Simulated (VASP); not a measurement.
Consider the following.

```
Ir
1.0
    0.00000     1.97051     1.97051
    1.97051     0.00000     1.97051
    1.97051     1.97051     0.00000
Ir
1
Direct
  0.00000   0.00000   0.00000
```

Computed with PBE GGA, VASP's PBE PAW potentials (set 64) (plane waves; VASP). Settings: 300 eV cut-off, 12×12×12 Γ-centred mesh, Fermi-Dirac smearing of 0.050 eV, potentials Ir.

Q: Give the energies of bands 1 to 6 at the high-symmetry points, in eV from the Fermi level.

A: 
| band | Γ | X | U | L | W |
|---|---|---|---|---|---|
| 1 | -10.30 | -7.06 | -6.18 | -7.31 | -5.56 |
| 2 | -3.45 | -6.53 | -5.34 | -3.54 | -4.35 |
| 3 | -3.45 | 0.72 | -2.58 | -3.54 | -4.35 |
| 4 | -3.45 | 1.25 | -0.79 | -0.56 | -1.58 |
| 5 | -1.09 | 1.25 | 0.51 | 0.75 | 1.26 |
| 6 | -1.09 | 1.72 | 5.95 | 0.75 | 7.51 |

It has no gap at this level: it comes out as a metal or semimetal.

The structure comes from a computed database's Ir entry; how it stands against other phases isn't given here. The cell was not relaxed at this level.
